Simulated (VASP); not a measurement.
Level of theory: revTPSS meta-GGA, VASP's PBE PAW potentials (set 64) (plane waves; VASP).

The input files of a VASP run:

File KPOINTS:
```
Automatic mesh
0
Gamma
1 1 1
0 0 0
```

INCAR:
```
ALGO = All
EDIFF = 1E-6
ENCUT = 520
ISMEAR = 0
ISPIN = 2
ISYM = 0
LASPH = .TRUE.
LCHARG = .FALSE.
LMIXTAU = .TRUE.
LORBIT = 10
LREAL = .FALSE.
LWAVE = .FALSE.
MAGMOM = 2
METAGGA = RTPSS
NELM = 200
NUPDOWN = 2
PREC = Normal
SIGMA = 0.01
SYSTEM = C atom
```

**POSCAR**
```
C atom
1
   12.0000000000     0.0000000000     0.0000000000
    0.0000000000    12.5000000000     0.0000000000
    0.0000000000     0.0000000000    13.0000000000
C
1
Direct
  0.0000000000   0.0000000000   0.0000000000
```

POTCAR, in this order: C (PBE.64 set). Program: vasp_gam. Read from the step before: WAVECAR.

What VASP printed:

**OSZICAR**
```
       N       E                     dE             d eps       ncg     rms           ort
SDA:   1    -0.268699027150E+01   -0.26870E+01    0.00000E+00     7   0.290E-01   0.000E+00
CGA:   2    -0.269760053031E+01   -0.10610E-01   -0.10618E-01     7   0.709E-02  -0.819E-05
SDA:   3    -0.270089388850E+01   -0.32934E-02   -0.37766E-02     7   0.141E-01  -0.831E-02
CGA:   4    -0.291115178215E+01   -0.21026E+00   -0.21882E+00     7   0.624E-01  -0.198E-02
CGA:   5    -0.291602881334E+01   -0.48770E-02   -0.50504E-02     7   0.809E-01  -0.117E-01
CGA:   6    -0.291903767954E+01   -0.30089E-02   -0.30086E-02     7   0.963E-01  -0.622E-05
CGA:   7    -0.292450235542E+01   -0.54647E-02   -0.54665E-02     7   0.980E-01   0.996E-04
CGA:   8    -0.292966265228E+01   -0.51603E-02   -0.51600E-02     7   0.763E-01   0.940E-04
CGA:   9    -0.293344543827E+01   -0.37828E-02   -0.37835E-02     7   0.495E-01   0.194E-03
CGA:  10    -0.293591545664E+01   -0.24700E-02   -0.24701E-02     7   0.318E-01   0.165E-03
CGA:  11    -0.293760939322E+01   -0.16939E-02   -0.16969E-02     7   0.234E-01   0.853E-04
CGA:  12    -0.293897397531E+01   -0.13646E-02   -0.13675E-02     7   0.204E-01   0.469E-04
CGA:  13    -0.294026009343E+01   -0.12861E-02   -0.12865E-02     7   0.197E-01   0.251E-04
CGA:  14    -0.294153554235E+01   -0.12754E-02   -0.12779E-02     7   0.189E-01   0.182E-04
CGA:  15    -0.294274735167E+01   -0.12118E-02   -0.12130E-02     7   0.167E-01  -0.694E-05
CGA:  16    -0.294380244291E+01   -0.10551E-02   -0.10545E-02     7   0.137E-01  -0.242E-04
CGA:  17    -0.294467249314E+01   -0.87005E-03   -0.86963E-03     7   0.111E-01  -0.258E-04
CGA:  18    -0.294539755705E+01   -0.72506E-03   -0.72466E-03     7   0.935E-02  -0.224E-04
CGA:  19    -0.294603313650E+01   -0.63558E-03   -0.63521E-03     7   0.831E-02  -0.175E-04
CGA:  20    -0.294661594856E+01   -0.58281E-03   -0.58258E-03     7   0.757E-02  -0.120E-04
CGA:  21    -0.294715367935E+01   -0.53773E-03   -0.53764E-03     7   0.680E-02  -0.579E-05
CGA:  22    -0.294763531893E+01   -0.48164E-03   -0.48167E-03     7   0.587E-02   0.471E-07
CGA:  23    -0.294805013063E+01   -0.41481E-03   -0.41491E-03     7   0.491E-02   0.393E-05
CGA:  24    -0.294839821800E+01   -0.34809E-03   -0.34820E-03     7   0.405E-02   0.553E-05
CGA:  25    -0.294868854848E+01   -0.29033E-03   -0.29049E-03     7   0.336E-02   0.194E-05
CGA:  26    -0.294893138356E+01   -0.24284E-03   -0.24278E-03     7   0.282E-02   0.102E-04
CGA:  27    -0.294913848318E+01   -0.20710E-03   -0.20723E-03     7   0.240E-02   0.761E-05
CGA:  28    -0.294931737107E+01   -0.17889E-03   -0.17891E-03     7   0.209E-02   0.301E-05
CGA:  29    -0.294947461536E+01   -0.15724E-03   -0.15725E-03     7   0.185E-02   0.118E-05
CGA:  30    -0.294961599030E+01   -0.14137E-03   -0.14137E-03     7   0.167E-02  -0.654E-06
CGA:  31    -0.294974419769E+01   -0.12821E-03   -0.12820E-03     7   0.150E-02  -0.201E-05
CGA:  32    -0.294985904425E+01   -0.11485E-03   -0.11484E-03     7   0.131E-02  -0.202E-05
CGA:  33    -0.294995911289E+01   -0.10007E-03   -0.10006E-03     7   0.112E-02  -0.832E-06
CGA:  34    -0.295004395607E+01   -0.84843E-04   -0.84843E-04     7   0.936E-03  -0.215E-07
CGA:  35    -0.295011542904E+01   -0.71473E-04   -0.71786E-04     7   0.783E-03  -0.105E-04
CGA:  36    -0.295017420882E+01   -0.58780E-04   -0.58731E-04     7   0.670E-03  -0.292E-06
CGA:  37    -0.295022560543E+01   -0.51397E-04   -0.51413E-04     7   0.585E-03   0.429E-05
CGA:  38    -0.295027171869E+01   -0.46113E-04   -0.46114E-04     7   0.518E-03   0.234E-06
CGA:  39    -0.295031232435E+01   -0.40606E-04   -0.40604E-04     7   0.460E-03  -0.415E-06
CGA:  40    -0.295034854985E+01   -0.36225E-04   -0.36226E-04     7   0.406E-03  -0.321E-05
CGA:  41    -0.295038058566E+01   -0.32036E-04   -0.32037E-04     7   0.359E-03  -0.685E-05
CGA:  42    -0.295040987848E+01   -0.29293E-04   -0.29911E-04     7   0.321E-03  -0.314E-04
CGA:  43    -0.295042873066E+01   -0.18852E-04   -0.19616E-04     7   0.288E-03   0.265E-04
SDA:  44    -0.295045473778E+01   -0.26007E-04   -0.25998E-04     7   0.244E-03  -0.109E-06
CGA:  45    -0.295057185968E+01   -0.11712E-03   -0.11738E-03     7   0.331E-04  -0.127E-05
CGA:  46    -0.295058772555E+01   -0.15866E-04   -0.15986E-04     7   0.701E-05  -0.960E-06
CGA:  47    -0.295059139425E+01   -0.36687E-05   -0.34635E-05     7   0.141E-05   0.582E-06
CGA:  48    -0.295059228800E+01   -0.89375E-06   -0.82134E-06     7   0.415E-06   0.210E-06
   1 F= -.29505923E+01 E0= -.29505923E+01  d E =-.102865E-11  mag=     2.0000
```

### OUTCAR
```
------------------------ aborting loop because EDIFF is reached ----------------------------------------
  FORCE on cell =-STRESS in cart. coord.  units (eV):
  Direction    XX          YY          ZZ          XY          YZ          ZX
  --------------------------------------------------------------------------------------
  Total       -0.0021516     -0.0020227     -0.0009708      0.0000171      0.0001699      0.0002296
  in kB       -0.0017678     -0.0016619     -0.0007976      0.0000140      0.0001396      0.0001887
  external PRESSURE =      -0.0014091 kB  Pullay stress =       0.0000000 kB
  volume of cell :     1950.00
      direct lattice vectors                 reciprocal lattice vectors
    12.000000000  0.000000000  0.000000000     0.083333333  0.000000000  0.000000000
     0.000000000 12.500000000  0.000000000     0.000000000  0.080000000  0.000000000
     0.000000000  0.000000000 13.000000000     0.000000000  0.000000000  0.076923077
 POSITION                                       TOTAL-FORCE (eV/Angst)
 -----------------------------------------------------------------------------------
      0.00000      0.00000      0.00000        -0.000000      0.000001     -0.000000
 -----------------------------------------------------------------------------------
    total drift:                               -0.000000      0.000001     -0.000000
  FREE ENERGIE OF THE ION-ELECTRON SYSTEM (eV)
  ---------------------------------------------------
  free  energy   TOTEN  =        -2.9505922880 eV

  energy  without entropy=       -2.9505922880  energy(sigma->0) =       -2.95059229

 total charge

# of ion       s       p       d       tot
------------------------------------------
    1        1.059   0.957   0.000   2.016

 magnetization (x)

# of ion       s       p       d       tot
------------------------------------------
    1        0.033   0.957   0.000   0.990
```
(Selected blocks of OUTCAR.)

The atom may not be in its lowest state.

The cell is a free atom in a box.
